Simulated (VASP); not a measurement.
Level of theory: PBEsol GGA, VASP's PBE PAW potentials (set 64) (plane waves; VASP).

Input for VASP

**INCAR**
```
# general
SYSTEM  = Ir
PREC    = Accurate
ENCUT   = 400
LREAL   = .FALSE.
LASPH   = .TRUE.

# electronic loop
EDIFF   = 1E-6
NELM    = 100
ALGO    = Normal
LMAXMIX = 6

# smearing
ISMEAR  = 1
SIGMA   = 0.1

# functional
GGA     = PS

# ions
IBRION  = 2
NSW     = 60
ISIF    = 3
EDIFFG  = -0.01

# output
LWAVE   = .FALSE.
LCHARG  = .FALSE.
```

POSCAR:
```
Ir
1
    2.7205200000     0.0000000000     0.0000000000
   -1.3602600000     2.3560390000     0.0000000000
    0.0000000000     0.0000000000     4.4170190000
Ir
2
Direct
  0.3333330000   0.6666670000   0.2500000000
  0.6666670000   0.3333330000   0.7500000000
```

File KPOINTS:
```
Regular mesh
0
G
14 14 8
```

POTCAR, in this order: Ir (PBE.64 set). Program: vasp_std.

Output

File OSZICAR:
```
       N       E                     dE             d eps       ncg     rms          rms(c)
DAV:   1     0.128855752567E+03    0.12886E+03   -0.73500E+03  3120   0.113E+03
DAV:   2    -0.155286940125E+02   -0.14438E+03   -0.13365E+03  3210   0.346E+02
DAV:   3    -0.206393730962E+02   -0.51107E+01   -0.48427E+01  3861   0.714E+01
DAV:   4    -0.207155002036E+02   -0.76127E-01   -0.75904E-01  3340   0.815E+00
DAV:   5    -0.207171032205E+02   -0.16030E-02   -0.16028E-02  3887   0.114E+00    0.227E+01
DAV:   6    -0.196841776614E+02    0.10329E+01   -0.16728E+00  3615   0.177E+01    0.918E+00
DAV:   7    -0.194930503889E+02    0.19113E+00   -0.51073E-01  3841   0.930E+00    0.210E+00
DAV:   8    -0.194863917455E+02    0.66586E-02   -0.44408E-03  3298   0.670E-01    0.142E+00
DAV:   9    -0.194791798273E+02    0.72119E-02   -0.65808E-03  3435   0.121E+00    0.223E-02
DAV:  10    -0.194791811472E+02   -0.13200E-05   -0.36838E-05  4481   0.647E-02    0.253E-02
DAV:  11    -0.194791809109E+02    0.23629E-06   -0.45358E-06  3330   0.254E-02
   1 F= -.19479181E+02 E0= -.19478767E+02  d E =-.194792E+02
       N       E                     dE             d eps       ncg     rms          rms(c)
DAV:   1    -0.194793769294E+02   -0.19578E-03   -0.11645E-02  3330   0.109E+00    0.100E-01
DAV:   2    -0.194792214995E+02    0.15543E-03   -0.21373E-04  3771   0.185E-01    0.420E-02
DAV:   3    -0.194791858012E+02    0.35698E-04   -0.77482E-05  3704   0.983E-02    0.135E-02
DAV:   4    -0.194791853200E+02    0.48126E-06   -0.51649E-06  3288   0.301E-02
   2 F= -.19479185E+02 E0= -.19478774E+02  d E =-.440904E-05
       N       E                     dE             d eps       ncg     rms          rms(c)
DAV:   1    -0.194792454392E+02   -0.59638E-04   -0.25451E-03  3325   0.507E-01    0.463E-02
DAV:   2    -0.194792109366E+02    0.34503E-04   -0.46827E-05  3761   0.870E-02    0.195E-02
DAV:   3    -0.194792026708E+02    0.82658E-05   -0.17026E-05  3678   0.462E-02    0.624E-03
DAV:   4    -0.194792024019E+02    0.26894E-06   -0.10110E-06  1625   0.141E-02
   3 F= -.19479202E+02 E0= -.19478790E+02  d E =-.214910E-04
```

OUTCAR:
```
------------------------ aborting loop because EDIFF is reached ----------------------------------------
  FORCE on cell =-STRESS in cart. coord.  units (eV):
  Direction    XX          YY          ZZ          XY          YZ          ZX
  --------------------------------------------------------------------------------------
  Total        0.0180956      0.0180956      0.0125211      0.0000000     -0.0000000      0.0000000
  in kB        1.0244773      1.0244769      0.7088789      0.0000000     -0.0000000      0.0000000
  external PRESSURE =       0.9192777 kB  Pullay stress =       0.0000000 kB
  volume of cell :       28.30
      direct lattice vectors                 reciprocal lattice vectors
     2.720895023 -0.000000000  0.000000000     0.367526123  0.212191345  0.000000000
    -1.360447512  2.356363779  0.000000000     0.000000000  0.424382690  0.000000000
     0.000000000 -0.000000000  4.413950084    -0.000000000 -0.000000000  0.226554442
 POSITION                                       TOTAL-FORCE (eV/Angst)
 -----------------------------------------------------------------------------------
     -0.00000      1.57091      1.10349         0.000000     -0.000000      0.000000
      1.36045      0.78545      3.31046        -0.000000      0.000000      0.000000
 -----------------------------------------------------------------------------------
    total drift:                               -0.000065      0.000038     -0.000034
  FREE ENERGIE OF THE ION-ELECTRON SYSTEM (eV)
  ---------------------------------------------------
  free  energy   TOTEN  =       -19.4792024019 eV

  energy  without entropy=      -19.4779663910  energy(sigma->0) =      -19.47879040

 reached required accuracy - stopping structural energy minimisation
```
(Selected blocks of OUTCAR.)

**CONTCAR**
```
Ir
   1.00000000000000
     2.7208950232316744   -0.0000000000000000    0.0000000000000000
    -1.3604475116158372    2.3563637794671912    0.0000000000000000
     0.0000000000000000   -0.0000000000000000    4.4139500840291639
  Ir
     2
Direct
     0.3333330000000032    0.6666669999999968    0.2500000000000000
     0.6666669999999968    0.3333330000000032    0.7500000000000000
```

The structure was generated: Ir was put into the hcp type (P6_3/mmc), which need not be its known phase. This run relaxes it. Symmetry was kept, so distortions that lower it aren't found.
